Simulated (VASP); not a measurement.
Calculation: vdW-DF2, VASP's PBE PAW potentials (set 64) (plane waves; VASP 6.6.1).

A VASP calculation is set up with these files.

INCAR:
```
GGA  =  ML
ISIF  =  3
EDIFFG  =  -0.01
NELM  =  100   ! most electronic steps
LCHARG  =  .FALSE.
ALGO  =  Normal
LASPH  =  .TRUE.
SYSTEM  =  Ag
LUSE_VDW  =  .TRUE.
ZAB_VDW  =  -1.8867
ENCUT  =  520   ! plane-wave cut-off (eV)
LREAL  =  .FALSE.
EDIFF  =  1E-6   ! SCF stop (eV)
SIGMA  =  0.1
LMAXMIX  =  4   ! l cut-off of mixed one-centre charges
PREC  =  Accurate
IBRION  =  2   ! conjugate gradients
AGGAC  =  0.0
ISMEAR  =  1
LWAVE  =  .FALSE.
NSW  =  60
```

File KPOINTS:
```
Automatic mesh
0
Gamma
13 13 13
0 0 0
```

File POSCAR:
```
Ag
1.0
  0.0000000000   2.1556457279   2.1556457279
  2.1556457279   0.0000000000   2.1556457279
  2.1556457279   2.1556457279   0.0000000000
Ag
1
Cart
  2.1556457279   2.1556457279   4.3112914558
```

POTCAR, in this order: Ag (PBE.64 set). Program: vasp_std.

What VASP printed:

File OUTCAR:
```
 ion  position               nearest neighbor table
   1  0.000  0.000  0.000-
  LATTYP: Found a face centered cubic cell.
 ALAT       =     4.3112914558
 Subroutine PRICEL returns:
 Original cell was already a primitive cell.
 Subroutine GETGRP returns: Found 48 space group operations
The static configuration has the point symmetry O_h .
The dynamic configuration has the point symmetry O_h .
 Subroutine INISYM returns: Found 48 space group operations
 Subroutine IBZKPT returns following result:
 Found     84 irreducible k-points:

 Following reciprocal coordinates:
            Coordinates               Weight
  0.000000  0.000000  0.000000      1.000000
  0.076923  0.000000  0.000000      8.000000
  0.153846  0.000000  0.000000      8.000000
  0.230769  0.000000  0.000000      8.000000
  0.307692  0.000000  0.000000      8.000000
  0.384615  0.000000  0.000000      8.000000
  0.461538  0.000000  0.000000      8.000000
  0.076923  0.076923  0.000000      6.000000
  0.153846  0.076923  0.000000     24.000000
  0.230769  0.076923  0.000000     24.000000
  0.307692  0.076923  0.000000     24.000000
  0.384615  0.076923  0.000000     24.000000
  0.461538  0.076923  0.000000     24.000000
 -0.461538  0.076923  0.000000     24.000000
 -0.384615  0.076923  0.000000     24.000000
 -0.307692  0.076923  0.000000     24.000000
 -0.230769  0.076923  0.000000     24.000000
 -0.153846  0.076923  0.000000     24.000000
 -0.076923  0.076923  0.000000     12.000000
  0.153846  0.153846  0.000000      6.000000
  0.230769  0.153846  0.000000     24.000000
  0.307692  0.153846  0.000000     24.000000
  0.384615  0.153846  0.000000     24.000000
  0.461538  0.153846  0.000000     24.000000
 -0.461538  0.153846  0.000000     24.000000
...
```

**OSZICAR**
```
       N       E                     dE             d eps       ncg     rms          rms(c)
DAV:   1     0.467250167044E+02    0.46725E+02   -0.56750E+03  1568   0.108E+03
DAV:   2     0.797712005533E+00   -0.45927E+02   -0.43728E+02  1535   0.200E+02
DAV:   3     0.438933551748E+00   -0.35878E+00   -0.35866E+00  1754   0.220E+01
DAV:   4     0.437955834495E+00   -0.97772E-03   -0.97771E-03  1782   0.108E+00
DAV:   5     0.437947166155E+00   -0.86683E-05   -0.86679E-05  1720   0.945E-02    0.325E+00
DAV:   6     0.610343324071E+00    0.17240E+00   -0.90637E-01  1564   0.993E+00    0.222E+00
DAV:   7     0.615199960028E+00    0.48566E-02   -0.46292E-03  1593   0.964E-01    0.127E+00
DAV:   8     0.617388344915E+00    0.21884E-02   -0.95602E-04  1541   0.435E-01    0.198E-02
DAV:   9     0.617365273724E+00   -0.23071E-04   -0.18281E-05  1755   0.509E-02    0.704E-03
DAV:  10     0.617352494460E+00   -0.12779E-04   -0.22196E-05  1565   0.627E-02    0.129E-03
DAV:  11     0.617352681868E+00    0.18741E-06   -0.14957E-07  1017   0.471E-03
   1 F= 0.61735268E+00 E0= 0.61731855E+00  d E =0.617353E+00
```

**OUTCAR**
```
------------------------ aborting loop because EDIFF is reached ----------------------------------------
  FORCE on cell =-STRESS in cart. coord.  units (eV):
  Direction    XX          YY          ZZ          XY          YZ          ZX
  --------------------------------------------------------------------------------------
  Total        0.0023875      0.0023875      0.0023875     -0.0000000      0.0000000     -0.0000000
  in kB        0.1909417      0.1909417      0.1909417     -0.0000000      0.0000000     -0.0000000
  external PRESSURE =       0.1909417 kB  Pullay stress =       0.0000000 kB
  volume of cell :       20.03
      direct lattice vectors                 reciprocal lattice vectors
     0.000000000  2.155645728  2.155645728    -0.231949060  0.231949060  0.231949060
     2.155645728  0.000000000  2.155645728     0.231949060 -0.231949060  0.231949060
     2.155645728  2.155645728  0.000000000     0.231949060  0.231949060 -0.231949060
 POSITION                                       TOTAL-FORCE (eV/Angst)
 -----------------------------------------------------------------------------------
      0.00000      0.00000      0.00000        -0.000000      0.000000     -0.000000
 -----------------------------------------------------------------------------------
    total drift:                               -0.000000      0.000000     -0.000000
  FREE ENERGIE OF THE ION-ELECTRON SYSTEM (eV)
  ---------------------------------------------------
  free  energy   TOTEN  =         0.6173526819 eV

  energy  without entropy=        0.6172502892  energy(sigma->0) =        0.61731855

 reached required accuracy - stopping structural energy minimisation
```
(Selected blocks of OUTCAR.)

The compound is Ag in the fcc structure. It was relaxed first, which changed the volume by +17 %. The start is the result of an earlier pass.
